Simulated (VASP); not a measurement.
A run of VASP 6.6.1 is set up as follows.

File INCAR:

```
SYSTEM = BaIn9Ir2
ALGO = Fast
EDIFF = 1E-6
ENCUT = 520
GGA = PE
ISIF = 2
ISMEAR = 0
LASPH = .True.
LCHARG = .False.
LREAL = .False.
LWAVE = .False.
NBANDS = 84
NELM = 100
PREC = Accurate
SIGMA = 0.1
```

File KPOINTS:

```
k-points
0
Gamma
  2 2 3
  0 0 0
```

File POSCAR:

```
BaIn9Ir2
1.0
    7.3246090000     -0.5430410000     -1.6577230000
   -0.0151460000      6.5781610000     -0.5848970000
   -1.1125410000      0.8886880000      6.6144700000
Ir Ba In
2 1 9
Direct
    0.8890306127      0.3676009177      0.2610815634
    0.1771124331      0.1274291125      0.9407565927
    0.5138385756      0.3757693403      0.8106840586
    0.9100374655      0.9412634922      0.3556859779
    0.0808557367      0.5989273885      0.6933751680
    0.2503311864      0.3460061814      0.3098092126
    0.5381386333      0.0832970675      0.2929406278
    0.8416071543      0.2307882176      0.6376536401
    0.7218529064      0.8023528969      0.6377876032
    0.5757857125      0.8575369704      0.9616085673
    0.5705478418      0.5597177339      0.2843512032
    0.3181452529      0.9374780999      0.5263163687
```

Potentials or basis: VASP PAW PBE potentials, release 64 (Ir, Ba_sv, In_d).

The run is started by

```bash
$ cat potpaw_PBE.64/Ir/POTCAR potpaw_PBE.64/Ba_sv/POTCAR potpaw_PBE.64/In_d/POTCAR > POTCAR
$ mpirun -np 1 vasp_std > vasp.out
```

Task: What does it give for the band gap on the k mesh?

Result: None (metal or under the smearing width).

Task: What does it give for the largest force?

Result: 2.304 eV/Å.

Task: What does it give for the pressure?

Result: 6.5 GPa.

Forces in eV/Å, atoms in the order of the input:
```
Ir  -0.946 -0.164  1.189
Ir   0.614  0.170 -0.120
Ba   0.046 -0.260  0.643
In   1.611  0.204 -1.279
In   0.532 -0.128  0.081
In  -1.571  0.272 -1.299
In  -1.090  0.480 -1.972
In   1.512  0.582  0.867
In   0.609 -0.305  1.688
In  -0.535  0.136  0.113
In   0.485 -0.326 -0.320
In  -1.268 -0.662  0.411
```

Caveat: the k mesh is coarse (spacing up to 0.48 Å⁻¹), so the values aren't converged. The run has no spin-orbit coupling, so splittings on Ba, Ir are missing.
